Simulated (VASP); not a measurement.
Computed with optB86b-vdW, VASP's PBE PAW potentials (set 64) (plane waves; VASP).

A VASP calculation is set up with these files.

**KPOINTS**
```
Automatic
0
gamma
8 8 8
```

File POSCAR:
```
KF
1
    0.0000000000     2.6750000000     2.6750000000
    2.6750000000     0.0000000000     2.6750000000
    2.6750000000     2.6750000000     0.0000000000
K F
1 1
Direct
  0.0000000000   0.0000000000   0.0000000000
  0.5000000000   0.5000000000   0.5000000000
```

INCAR:
```
AGGAC  =  0.0
ALGO  =  Normal
EDIFF  =  1E-6
EDIFFG  =  -0.01
ENCUT  =  520
GGA  =  MK
IBRION  =  2
ISIF  =  3
ISMEAR  =  0
LASPH  =  T
LCHARG  =  F
LREAL  =  F
LUSE_VDW  =  T
LWAVE  =  F
NELM  =  100
NSW  =  60
PARAM1  =  0.1234
PARAM2  =  1.0
PREC  =  Accurate
SIGMA  =  0.05
SYSTEM  =  KF
```

POTCAR, in this order: K_sv F (PBE.64 set). Program: vasp_std.

Output of the run:

**OUTCAR**
```
 ion  position               nearest neighbor table
   1  0.000  0.000  0.000-   2 2.67   2 2.67   2 2.67   2 2.67   2 2.67   2 2.67
   2  0.500  0.500  0.500-   1 2.67   1 2.67   1 2.67   1 2.67   1 2.67   1 2.67
  LATTYP: Found a face centered cubic cell.
 ALAT       =     5.3500000000
 Subroutine PRICEL returns:
 Original cell was already a primitive cell.
 Subroutine GETGRP returns: Found 48 space group operations
The static configuration has the point symmetry O_h .
The dynamic configuration has the point symmetry O_h .
 Subroutine INISYM returns: Found 48 space group operations
 Subroutine IBZKPT returns following result:
 Found     29 irreducible k-points:

 Following reciprocal coordinates:
            Coordinates               Weight
  0.000000  0.000000  0.000000      1.000000
  0.125000  0.000000  0.000000      8.000000
  0.250000  0.000000  0.000000      8.000000
  0.375000  0.000000  0.000000      8.000000
  0.500000  0.000000  0.000000      4.000000
  0.125000  0.125000  0.000000      6.000000
  0.250000  0.125000  0.000000     24.000000
  0.375000  0.125000  0.000000     24.000000
  0.500000  0.125000  0.000000     24.000000
...
```

**OSZICAR**
```
       N       E                     dE             d eps       ncg     rms          rms(c)
DAV:   1     0.120380580560E+03    0.12038E+03   -0.84896E+03   696   0.130E+03
DAV:   2    -0.821783730789E+00   -0.12120E+03   -0.11159E+03   916   0.327E+02
DAV:   3    -0.545854504883E+01   -0.46368E+01   -0.46166E+01   876   0.606E+01
DAV:   4    -0.559049759389E+01   -0.13195E+00   -0.13188E+00  1060   0.851E+00
DAV:   5    -0.559155535742E+01   -0.10578E-02   -0.10577E-02   888   0.933E-01    0.627E+00
DAV:   6    -0.437534389294E+01    0.12162E+01   -0.42519E+00   752   0.183E+01    0.398E+00
DAV:   7    -0.434634851559E+01    0.28995E-01   -0.12509E-01   956   0.317E+00    0.242E+00
DAV:   8    -0.433993827307E+01    0.64102E-02   -0.58459E-02   736   0.282E+00    0.214E-01
DAV:   9    -0.434131845496E+01   -0.13802E-02   -0.67014E-03   968   0.675E-01    0.122E-01
DAV:  10    -0.434171688491E+01   -0.39843E-03   -0.81297E-04   788   0.292E-01    0.620E-02
DAV:  11    -0.434186148832E+01   -0.14460E-03   -0.28844E-04   740   0.142E-01    0.200E-02
DAV:  12    -0.434185168054E+01    0.98078E-05   -0.62455E-05   872   0.679E-02    0.751E-03
DAV:  13    -0.434185095449E+01    0.72605E-06   -0.35505E-06   800   0.196E-02
   1 F= -.43418510E+01 E0= -.43418510E+01  d E =-.434185E+01
       N       E                     dE             d eps       ncg     rms          rms(c)
DAV:   1    -0.434854916657E+01   -0.66975E-02   -0.12350E-01   784   0.404E+00    0.605E-01
DAV:   2    -0.434299215250E+01    0.55570E-02   -0.23700E-02   784   0.152E+00    0.157E-01
DAV:   3    -0.434237501839E+01    0.61713E-03   -0.11396E-03  1036   0.380E-01    0.108E-01
DAV:   4    -0.434228455920E+01    0.90459E-04   -0.37314E-04  1228   0.158E-01    0.906E-02
DAV:   5    -0.434230624832E+01   -0.21689E-04   -0.29846E-05  1084   0.403E-02    0.128E-02
DAV:   6    -0.434230986673E+01   -0.36184E-05   -0.11443E-05  1236   0.269E-02    0.359E-03
DAV:   7    -0.434231054149E+01   -0.67476E-06   -0.27001E-07   560   0.569E-03
   2 F= -.43423105E+01 E0= -.43423105E+01  d E =-.459587E-03
       N       E                     dE             d eps       ncg     rms          rms(c)
DAV:   1    -0.434400593034E+01   -0.16961E-02   -0.31503E-02   792   0.204E+00    0.306E-01
DAV:   2    -0.434258756105E+01    0.14184E-02   -0.60466E-03   788   0.767E-01    0.790E-02
DAV:   3    -0.434242928385E+01    0.15828E-03   -0.29045E-04  1008   0.192E-01    0.553E-02
DAV:   4    -0.434240658827E+01    0.22696E-04   -0.95325E-05  1228   0.798E-02    0.463E-02
DAV:   5    -0.434241337454E+01   -0.67863E-05   -0.75121E-06  1100   0.200E-02    0.686E-03
DAV:   6    -0.434241475505E+01   -0.13805E-05   -0.29560E-06  1072   0.136E-02    0.177E-03
DAV:   7    -0.434241507365E+01   -0.31861E-06   -0.82242E-08   456   0.316E-03
   3 F= -.43424151E+01 E0= -.43424151E+01  d E =-.564119E-03
```

File OUTCAR:
```
------------------------ aborting loop because EDIFF is reached ----------------------------------------
  FORCE on cell =-STRESS in cart. coord.  units (eV):
  Direction    XX          YY          ZZ          XY          YZ          ZX
  --------------------------------------------------------------------------------------
  Total       -0.0187843     -0.0187843     -0.0187843      0.0000000      0.0000000      0.0000000
  in kB       -0.7937382     -0.7937382     -0.7937382      0.0000000      0.0000000      0.0000000
  external PRESSURE =      -0.7937382 kB  Pullay stress =       0.0000000 kB
  volume of cell :       37.92
      direct lattice vectors                 reciprocal lattice vectors
     0.000000000  2.666445906  2.666445906    -0.187515524  0.187515524  0.187515524
     2.666445906 -0.000000000  2.666445906     0.187515524 -0.187515524  0.187515524
     2.666445906  2.666445906 -0.000000000     0.187515524  0.187515524 -0.187515524
  FREE ENERGIE OF THE ION-ELECTRON SYSTEM (eV)
  ---------------------------------------------------
  free  energy   TOTEN  =        -4.3424150737 eV

  energy  without entropy=       -4.3424150737  energy(sigma->0) =       -4.34241507

 reached required accuracy - stopping structural energy minimisation
```
(Selected blocks of OUTCAR.)

### CONTCAR
```
KF
   1.00000000000000
     0.0000000000000000    2.6664459058735472    2.6664459058735472
     2.6664459058735472   -0.0000000000000000    2.6664459058735472
     2.6664459058735472    2.6664459058735472   -0.0000000000000000
  K               F
     1     1
Direct
     0.0000000000000000    0.0000000000000000    0.0000000000000000
     0.5000000000000000    0.5000000000000000    0.5000000000000000
```

The compound is KF in the rock salt structure. This run relaxes it. Symmetry was kept, so distortions that lower it aren't found.
